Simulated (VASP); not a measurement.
An input for Quantum ESPRESSO's pw.x (written as the equivalent of a VASP run, and not itself run):

```
&CONTROL
  calculation = 'vc-relax'
  pseudo_dir = './pseudo'
  outdir = './out'
  tprnfor = .true.
  tstress = .true.
  nstep = 60
  forc_conv_thr = 0.00039
/
&SYSTEM
  ibrav = 0
  nat = 1
  ntyp = 1
  ecutwfc = 68
  occupations = 'smearing'
  smearing = 'methfessel-paxton'
  degauss = 0.00735
  input_dft = 'vdw-df2'
/
&ELECTRONS
  conv_thr = 7.3e-08
  electron_maxstep = 100
/
&IONS
/
&CELL
/
ATOMIC_SPECIES
  Ca 40.078 Ca.upf
CELL_PARAMETERS angstrom
     0.0000000    2.7900000    2.7900000
     2.7900000    0.0000000    2.7900000
     2.7900000    2.7900000    0.0000000
ATOMIC_POSITIONS crystal
  Ca   0.0000000  0.0000000  0.0000000
K_POINTS automatic
  10 10 10 0 0 0
```

**Question.** Write the VASP files for the same calculation (vdW-DF2).

**Answer.** This is not unique; one that fits is 
### KPOINTS
```
Automatic mesh
0
gamma
 10 10 10
```

**INCAR**
```
! general
SYSTEM   = Ca
PREC     = Accurate
ENCUT    = 520
LREAL    = .FALSE.
LASPH    = .TRUE.

! electronic loop
EDIFF    = 1E-6
NELM     = 100
ALGO     = Normal

! smearing
ISMEAR   = 1
SIGMA    = 0.1

! functional
GGA      = ML
LUSE_VDW = .TRUE.
AGGAC    = 0.0
ZAB_VDW  = -1.8867

! ions
IBRION   = 2
NSW      = 60
ISIF     = 3
EDIFFG   = -0.01

! output
LWAVE    = .FALSE.
LCHARG   = .FALSE.
```

**POSCAR**
```
Ca
1
    0.0000000000     2.7900000000     2.7900000000
    2.7900000000     0.0000000000     2.7900000000
    2.7900000000     2.7900000000     0.0000000000
Ca
1
Direct
  0.0000000000   0.0000000000   0.0000000000
```

POTCAR, in this order: Ca_sv (PBE.64 set). Program: vasp_std.

The two are equivalent in intent, not identical: the potentials are each code's own (VASP's PAW set, PseudoDojo norm-conserving files in pw.x), so ENCUT and ecutwfc are chosen apart and not converted; conv_thr bounds pw.x's estimated SCF error, while EDIFF bounds the energy change between steps; forc_conv_thr acts on force components and is met together with etot_conv_thr.

The compound is Ca in the fcc structure. This run relaxes it. Symmetry was kept, so distortions that lower it aren't found.
